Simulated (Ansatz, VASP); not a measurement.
# Cross-check of CrTeS (2H-CrSTe bilayer, 2H (AA')) between VASP and Ansatz, part 2 of 2

Aim: how closely do two programs agree when they are given the same cell, functional and k mesh? The structure shown is the start of the Ansatz relaxation below; VASP solves that cell, so the two are compared at the walk's first step.

VASP 6.6.1 and Ansatz 0.2.0.

So far: Set-up; Ansatz: relaxation, PBEsol with D3(BJ).

**3. VASP: single point, PBEsol with D3(BJ), start cell**

Level of this step: PBEsol with D3(BJ), no spin polarisation; plane waves and PAW (Te, Cr_pv, S) (VASP).

The same cell, functional, mesh and smearing now go to VASP, with its own data sets.

Lines of VASP's logs that name or quote its potential files are left out, and so is its time.

Input file INCAR:

```
SYSTEM = CrTeS
PREC = Accurate
ENCUT = 400
EDIFF = 1E-06
NELM = 120
ISMEAR = -1
SIGMA = 0.05
LREAL = .FALSE.
ALGO = Normal
GGA = PS
IVDW = 12
NBANDS = 30
LASPH = .TRUE.
LORBIT = 11
LWAVE = .FALSE.
LCHARG = .FALSE.
ISIF = 2
LDIPOL = .TRUE.
IDIPOL = 3
DIPOL = 0.5 0.5 0.502
LVHAR = .TRUE.
GGA_COMPAT = .FALSE.
NELMDL = -8
KPAR = 2
```

Input file POSCAR:

```
CrTeS
1.0
    3.3650000000      0.0000000000      0.0000000000
   -1.6825000000      2.9141750000      0.0000000000
    0.0000000000      0.0000000000     49.5972220000
Te Cr S
2 2 2
Direct
    0.3333334477      0.6666668954      0.4062727546
    0.0000000000      0.0000000000      0.5317558108
    0.0000000000      0.0000000000      0.4426400333
    0.3333334477      0.6666668954      0.5681230896
    0.3333334477      0.6666668954      0.4682441892
    0.0000000000      0.0000000000      0.5937272454
```

Input file KPOINTS:

```
Automatic mesh
0
Gamma
12 12 1
0 0 0
```

PAW data sets: Te, Cr_pv and S (PBE family, release 64).

On the command line:

```
> mpirun -np 2 vasp_std
```

Numbers of over 12 decimals in the logs are rounded to 6 here.

What it wrote:

```text
[banner, memory and clock lines left out]
running    2 mpi-ranks, on    1 nodes
 distrk:  each k-point on    1 cores,    2 groups
 distr:  one band on    1 cores,    1 groups

 POSCAR found type information on POSCAR TeCrS
 POSCAR found :  3 types and       6 ions
|                                                                             |
|               ----> ADVICE to this user running VASP <----                  |
|                                                                             |
|     You enforced a specific xc type in the INCAR file but a different       |
|     [... a line on the potential file left out ...]
|     I HOPE YOU KNOW WHAT YOU ARE DOING!                                     |
|                                                                             |

 LDA part: xc-table for (Slater+PW92), standard interpolation
 POSCAR, INCAR and KPOINTS ok, starting setup
 FFT: planning ... GRIDC
 FFT: planning ... GRID_SOFT
 FFT: planning ... GRID
 WAVECAR not read
 entering main loop
       N       E                     dE             d eps       ncg     rms          rms(c)
DAV:   1     0.317428950760E+03    0.31743E+03   -0.19447E+04  1444   0.988E+02
DAV:   2    -0.907526297764E+01   -0.32650E+03   -0.31491E+03  1536   0.274E+02
DAV:   3    -0.421987118939E+02   -0.33123E+02   -0.32510E+02  1346   0.826E+01
DAV:   4    -0.438062260522E+02   -0.16075E+01   -0.15964E+01  1610   0.181E+01
DAV:   5    -0.438535666042E+02   -0.47341E-01   -0.47319E-01  1580   0.314E+00
DAV:   6    -0.438550591065E+02   -0.14925E-02   -0.14922E-02  1784   0.473E-01
DAV:   7    -0.438550903734E+02   -0.31267E-04   -0.31265E-04  1662   0.701E-02
DAV:   8    -0.438550913071E+02   -0.93369E-06   -0.93364E-06  1664   0.115E-02    0.256E+01
DAV:   9    -0.604115284824E+02   -0.16556E+02   -0.14990E+02  1454   0.882E+01    0.501E+01
DAV:  10    -0.386554425226E+02    0.21756E+02   -0.11403E+02  1550   0.936E+01    0.126E+01
DAV:  11    -0.494052710577E+02   -0.10750E+02   -0.56678E+01  1640   0.336E+01    0.320E+01
DAV:  12    -0.427229431043E+02    0.66823E+01   -0.96446E+01  1592   0.431E+01    0.234E+01
DAV:  13    -0.385639054700E+02    0.41590E+01   -0.12024E+01  1460   0.193E+01    0.675E+00
DAV:  14    -0.383155435543E+02    0.24836E+00   -0.13684E+00  1486   0.707E+00    0.501E+00
[...]
DAV:  38    -0.381854022750E+02   -0.27893E-04   -0.20781E-06   844   0.645E-03    0.107E-02
DAV:  39    -0.381854095060E+02   -0.72310E-05   -0.44860E-07   776   0.373E-03    0.812E-03
DAV:  40    -0.381854120494E+02   -0.25434E-05   -0.21723E-07   588   0.201E-03    0.455E-03
DAV:  41    -0.381854139803E+02   -0.19309E-05   -0.11888E-07   588   0.194E-03    0.191E-03
DAV:  42    -0.381854160240E+02   -0.20437E-05   -0.87729E-08   606   0.169E-03    0.132E-03
DAV:  43    -0.381854177860E+02   -0.17620E-05   -0.52471E-08   576   0.120E-03    0.152E-03
DAV:  44    -0.381854191932E+02   -0.14072E-05   -0.31931E-08   582   0.840E-04    0.112E-03
DAV:  45    -0.381854201210E+02   -0.92778E-06   -0.20413E-08   570   0.598E-04
   1 F= -.39974893E+02 E0= -.39960820E+02  d E =-.281454E-01
```

OUTCAR, selected parts (step 3):

```text
ion  position               nearest neighbor table
   1  0.333  0.667  0.406-   3 2.65   3 2.65   3 2.65   5 3.07
   2  0.000  0.000  0.532-   4 2.65   4 2.65   4 2.65   6 3.07
   3  0.000  0.000  0.443-   5 2.32   5 2.32   5 2.32   1 2.65   1 2.65   1 2.65
   4  0.333  0.667  0.568-   6 2.32   6 2.32   6 2.32   2 2.65   2 2.65   2 2.65
   5  0.333  0.667  0.468-   3 2.32   3 2.32   3 2.32   1 3.07
   6  0.000  0.000  0.594-   4 2.32   4 2.32   4 2.32   2 3.07

  LATTYP: Found a hexagonal cell.
 ALAT       =     3.3650000000
 C/A-ratio  =    14.7391447251

 Subroutine GETGRP returns: Found  6 space group operations
 (whereof  6 operations were pure point group operations)

The static configuration has the point symmetry C_3v.

 Found     19 irreducible k-points:

   k-points           NKPTS =     19   k-points in BZ     NKDIM =     19   number of bands    NBANDS=     30

   dimension x,y,z NGX =    24 NGY =   24 NGZ =  324
   dimension x,y,z NGXF=    48 NGYF=   48 NGZF=  648

   ENCUT  =  400.0 eV  29.40 Ry    5.42 a.u.   5.49  5.49 80.88*2*pi/ulx,y,z

   NELECT =      48.0000    total number of electrons

 k-points in reciprocal lattice and weights: Automatic mesh
   0.00000000  0.00000000  0.00000000       0.007
   0.08333333  0.00000000  0.00000000       0.042
   0.16666667  0.00000000  0.00000000       0.042
   0.25000000  0.00000000  0.00000000       0.042
   0.33333333  0.00000000  0.00000000       0.042
   0.41666667  0.00000000  0.00000000       0.042
   0.50000000  0.00000000  0.00000000       0.021
   0.08333333  0.08333333  0.00000000       0.042
   0.16666667  0.08333333  0.00000000       0.083
[...]
0.33333333  0.25000000  0.00000000       0.083
   0.33333333  0.33333333  0.00000000       0.014

 dipolmoment           0.000000      0.000000      0.072674 electrons x Angstroem

 average (electrostatic) potential at core
       1 -96.5559       2 -96.4177       3 -78.6605       4 -78.5728       5 -93.7703
       6 -93.5471

 E-fermi :  -1.7728

 k-point     1 :       0.0000    0.0000    0.0000
  band No.  band energies     occupation
    ...
     18      -3.6228      2.00000
     19      -3.0516      2.00000
     20      -3.0516      2.00000
     21      -2.9335      2.00000
     22      -2.9335      2.00000
     23      -1.6039      0.06596
     24      -1.4753      0.00520
     25       0.0027      0.00000
     26       0.0027      0.00000
     27       0.2098      0.00000
    ...

 k-point     2 :       0.0833    0.0000    0.0000
  band No.  band energies     occupation
    ...
     18      -3.5855      2.00000
     19      -3.1755      2.00000
     20      -3.1123      2.00000
     21      -3.0327      2.00000
     22      -2.9932      2.00000
     23      -1.6903      0.32258
     24      -1.5682      0.03286
     25      -0.1399      0.00000
     26      -0.0272      0.00000
     27       0.0209      0.00000
    ...

 k-point     3 :       0.1667    0.0000    0.0000
  band No.  band energies     occupation
    ...
     20      -3.2638      2.00000
     21      -3.2387      2.00000
     22      -3.1177      2.00000
     23      -2.0433      1.99110
     24      -1.8415      1.59625
     25      -0.7690      0.00000
     26      -0.5596      0.00000
     27      -0.2546      0.00000
     28      -0.2519      0.00000
     29      -0.1446      0.00000
    ...

 Edisp (eV)   -1.78947

  Total      -7.61097    -7.61096    -3.00002     0.00000    -0.00000     0.00000
  in kB     -25.07220   -25.07219    -9.88271     0.00000    -0.00000     0.00000
  external pressure =      -20.01 kB  Pullay stress =        0.00 kB

  energy-cutoff  :      400.00
  volume of cell :      486.36
      direct lattice vectors                 reciprocal lattice vectors
     3.365000000  0.000000000  0.000000000     0.297176820  0.171575146  0.000000000
    -1.682500000  2.914175000  0.000000000     0.000000000  0.343150291  0.000000000
     0.000000000  0.000000000 49.597222000     0.000000000  0.000000000  0.020162420

 POSITION                                       TOTAL-FORCE (eV/Angst)
 -----------------------------------------------------------------------------------
      0.00000      1.94278     20.15000        -0.000000      0.000000      0.502429
      0.00000      0.00000     26.37361        -0.000000      0.000000      0.168906
      0.00000      0.00000     21.95372        -0.000000      0.000000     -0.257190
      0.00000      1.94278     28.17733         0.000000      0.000000     -0.250460
      0.00000      1.94278     23.22361         0.000000      0.000000     -0.030076
      0.00000      0.00000     29.44722        -0.000000      0.000000     -0.133609
 -----------------------------------------------------------------------------------
    total drift:                               -0.000000     -0.000979      0.000443

  FREE ENERGIE OF THE ION-ELECTRON SYSTEM (eV)
  ---------------------------------------------------
  free  energy   TOTEN  =       -39.9748928501 eV

  energy  without entropy=      -39.9467474345  energy(sigma->0) =      -39.96082014

 vacuum level on the upper side and lower side of the slab         3.722         2.381

 total charge
# of ion       s       p       d       tot
------------------------------------------
    1        1.396   1.940   0.062   3.398
    2        1.405   1.912   0.065   3.383
    3        0.294   6.293   4.243  10.830
    4        0.297   6.295   4.236  10.828
    5        1.348   2.300   0.000   3.648
    6        1.352   2.294   0.000   3.646
--------------------------------------------------
tot          6.094  21.033   8.606  35.733

[... 3 further parts left out ...]
```

This run has no spin polarisation, so a moment on Cr, if there is one, isn't seen.

**4. Comparison**

Known differences besides the potentials themselves: Ansatz cuts the interaction across the vacuum, VASP repeats the sheet with a dipole correction; the data sets hold 72 valence electrons in Ansatz (on its default PAW (the set named soft_2) files) and 48 in VASP; the cutoff is 420 eV in Ansatz and 400 eV in VASP; Ansatz makes its cores anew for this functional, VASP keeps those of its PBE data sets. Total energies have different zeros and are not compared.

Forces (eV/Å; atoms numbered as in POSCAR):

| atom | Ansatz x, y, z | VASP x, y, z |
| --- | --- | --- |
| Te1 | 0.000, 0.000, 0.507 | 0.000, 0.000, 0.502 |
| Te2 | 0.000, 0.000, 0.171 | 0.000, 0.000, 0.169 |
| Cr3 | 0.000, 0.000, -0.263 | 0.000, 0.000, -0.257 |
| Cr4 | 0.000, 0.000, -0.256 | 0.000, 0.000, -0.250 |
| S5 | 0.000, 0.000, -0.027 | 0.000, 0.000, -0.030 |
| S6 | 0.000, 0.000, -0.132 | 0.000, 0.000, -0.134 |

The forces differ by 2.3 meV/Å r.m.s., which is 1.5 % of the r.m.s. force of 0.154 eV/Å (both taken over all components). With vacuum in the cell, a pressure given here is an average over mostly empty space and none of the material.

**5. Results**

| Quantity | Value |
| --- | --- |
| r.m.s. force difference (single point, PBEsol with D3(BJ), start cell) | 2.3 meV/Å |

**Reading.** The r.m.s. force difference is 2.3 meV/Å (single point, PBEsol with D3(BJ), start cell), within the 12 meV/Å picked in this series as the mark of a large difference. The data sets hold unlike numbers of valence electrons (72 in Ansatz and 48 in VASP), so part of the differences comes from the potentials. 1 further run of this series is not shown here. Such differences can come from data sets, numerical settings and the points named under the comparisons, not from the functional's error against experiment.

[Lines on the potential files, build, host, timing and source positions are cut from VASP's logs without a mark.]

[Logs are printed without paths, hosts, clocks, repeated set-up lines and the standing remarks that a program may print on its own settings, such as how far it seeks lower states.]

[Hosts, paths, dates, database ids (printed as entryN), source tags and the programs' standing remarks are cut or masked in the printed files.]
